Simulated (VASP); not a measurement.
Input for VASP

File POSCAR:
```
HgS
1.0
  0.0000000000   2.9982364750   2.9982364750
  2.9982364750   0.0000000000   2.9982364750
  2.9982364750   2.9982364750   0.0000000000
Hg S
1 1
Direct
  0.0000000000   0.0000000000   0.0000000000
  0.2500000000   0.2500000000   0.2500000000
```

### INCAR
```
SYSTEM = HgS
PREC = Accurate
ENCUT = 400
EDIFF = 1E-6
NELM = 100
ALGO = Normal
LREAL = .FALSE.
LASPH = .TRUE.
ISMEAR = 1
SIGMA = 0.1
GGA = PE
LMAXMIX = 6
LWAVE = .FALSE.
LCHARG = .FALSE.
IBRION = 2
ISIF = 3
NSW = 60
EDIFFG = -0.01
```

File KPOINTS:
```
Automatic mesh
0
Gamma
10 10 10
0 0 0
```

POTCAR, in this order: Hg S (PBE.64 set). Program: vasp_std.

Task: Translate this PBE calculation to Quantum ESPRESSO's pw.x.

Result: One equivalent input (not run):
```
&CONTROL
  calculation = 'vc-relax'
  pseudo_dir = './pseudo'
  outdir = './out'
  tprnfor = .true.
  tstress = .true.
  nstep = 60
  forc_conv_thr = 0.00039
/
&SYSTEM
  ibrav = 0
  nat = 2
  ntyp = 2
  ecutwfc = 66
  occupations = 'smearing'
  smearing = 'methfessel-paxton'
  degauss = 0.00735
  input_dft = 'pbe'
/
&ELECTRONS
  conv_thr = 7.3e-08
  electron_maxstep = 100
/
&IONS
/
&CELL
/
ATOMIC_SPECIES
  Hg 200.592 Hg.upf
  S 32.060 S.upf
CELL_PARAMETERS angstrom
    -0.0000000    2.9982365    2.9982365
     2.9982365    0.0000000    2.9982365
     2.9982365    2.9982365    0.0000000
ATOMIC_POSITIONS crystal
  Hg   0.0000000  0.0000000  0.0000000
  S    0.2500000  0.2500000  0.2500000
K_POINTS automatic
  10 10 10 0 0 0
```
What does not carry over: the potentials are each code's own (VASP's PAW set, PseudoDojo norm-conserving files in pw.x), so ENCUT and ecutwfc are chosen apart and not converted; conv_thr bounds pw.x's estimated SCF error, while EDIFF bounds the energy change between steps; forc_conv_thr acts on force components and is met together with etot_conv_thr.

The compound is HgS in the zinc blende structure, metacinnabar; cinnabar is the stable form. This run relaxes it. Symmetry was kept, so distortions that lower it aren't found. The start is the result of an earlier pass.
